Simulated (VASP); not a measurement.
A run of VASP 6.6.1 is set up as follows.

Contents of INCAR:

```
SYSTEM = HRh12O
PREC = Accurate ; ENCUT = 520
EDIFF = 1E-6 ; ISMEAR = -1
SIGMA = 0.05 ; LREAL = .FALSE.
LASPH = .TRUE. ; NELM = 100
ALGO = Fast ; ISIF = 2
LWAVE = .FALSE. ; LCHARG = .FALSE.
GGA = PS ; NBANDS = 106
```

The input KPOINTS:

```
regular mesh
0
G
  2 2 1
  0 0 0
```

The input POSCAR:

```
HRh12O
1.0
    5.3740120000      0.0000000000      0.0000000000
    2.6870060000      4.6540310000      0.0000000000
    0.0000000000      0.0000000000     17.3878620000
Rh O H
12 1 1
Direct
    0.1666630824      0.1666727188      0.0575113835
    0.6666619659      0.1666727188      0.0575113835
    0.1666641894      0.6666693883      0.0575113835
    0.6666630729      0.6666693883      0.0575113835
   -0.1666541107      0.3333454375      0.1800911463
    0.3342655624      0.3341834208      0.1805052283
   -0.1663445312      0.8333206203      0.1789639232
    0.3339087500      0.8324396636      0.1800451372
    0.0005166046      0.0003437880      0.3009800745
    0.4989702469      0.0004941952      0.3016126997
    0.0005332897      0.4988578718      0.3013884053
    0.4994291043      0.4993520671      0.2998125934
    0.4901186764      0.5088921840      0.4063466802
    0.6794305204      0.3702381871      0.4302484112
```

Potentials or basis: VASP PAW PBE potentials, release 64 (Rh_pv, O, H).

Run with:

```console
$ cat potpaw_PBE.64/Rh_pv/POTCAR potpaw_PBE.64/O/POTCAR potpaw_PBE.64/H/POTCAR > POTCAR
$ mpirun -np 1 vasp_std > vasp.out
```

(1) What does it give for the largest force?

(2) Predict the band gap on the k mesh.

Results:

(1) 2.501 eV/Å.

(2) none (metal or under the smearing width).

Caveat: the k mesh is coarse (spacing up to 0.68 Å⁻¹), so the values aren't converged; the PAW data sets were made with another functional, which shifts forces and pressure a little; an odd number of electrons without spin polarisation forces a metal; a magnetic or distorted state may lie lower.
